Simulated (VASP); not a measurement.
All values below come from PBE GGA, VASP's PBE PAW potentials (set 64) (plane waves; VASP).

The input files of a VASP run:

POSCAR:
```
PbF2
2.970
  0.0000000000   1.0000000000   1.0000000000
  1.0000000000   0.0000000000   1.0000000000
  1.0000000000   1.0000000000   0.0000000000
Pb F
1 2
Cart
  0.0000000000   0.0000000000   0.0000000000
  0.5000000000   0.5000000000   0.5000000000
  1.5000000000   1.5000000000   1.5000000000
```

**INCAR**
```
LCHARG = .FALSE.
LASPH = .TRUE.
GGA = PE
ENCUT = 520   # plane-wave cut-off (eV)
LMAXMIX = 4   # l cut-off of mixed one-centre charges
ISMEAR = 2
ALGO = Normal   # blocked Davidson
PREC = Accurate
EDIFF = 1E-6   # SCF stop (eV)
LREAL = .FALSE.   # projection in real space or not
SYSTEM = PbF2
NELM = 100   # most electronic steps
SIGMA = 0.01   # width (eV)
LWAVE = .FALSE.
ISIF = 2   # forces and stress, cell fixed
```

File KPOINTS:
```
Automatic
0
Gamma
 6 6 6
```

POTCAR, in this order: Pb_d F (PBE.64 set). Program: vasp_std.

**Question.** Estimate the energy per atom (σ→0), pressure.

**Answer.** 
```yaml
energy per atom (σ→0): -4.780 eV/atom
pressure: 19.8 kbar
```

File OSZICAR:
```
...
DAV:   7    -0.143437974412E+02    0.44089E-02   -0.44977E-01   592   0.462E+00    0.155E+00
DAV:   8    -0.143405519139E+02    0.32455E-02   -0.10027E-01   582   0.398E+00    0.490E-01
DAV:   9    -0.143379837009E+02    0.25682E-02   -0.18955E-02   664   0.108E+00    0.993E-02
DAV:  10    -0.143392022756E+02   -0.12186E-02   -0.13269E-03   580   0.363E-01    0.228E-02
DAV:  11    -0.143392087831E+02   -0.65075E-05   -0.74505E-05   622   0.811E-02    0.898E-03
DAV:  12    -0.143392177294E+02   -0.89463E-05   -0.21168E-05   626   0.471E-02    0.590E-03
DAV:  13    -0.143392172251E+02    0.50438E-06   -0.40234E-06   482   0.250E-02
   1 F= -.14339217E+02 E0= -.14339217E+02  d E =-.781579E-16
```

The compound is PbF2 in the fluorite structure, the β form. The cell was not relaxed at this level. The run is one of a series of settings (ISMEAR = 2, SIGMA = 0.01 against the base run), some of them coarse on purpose.
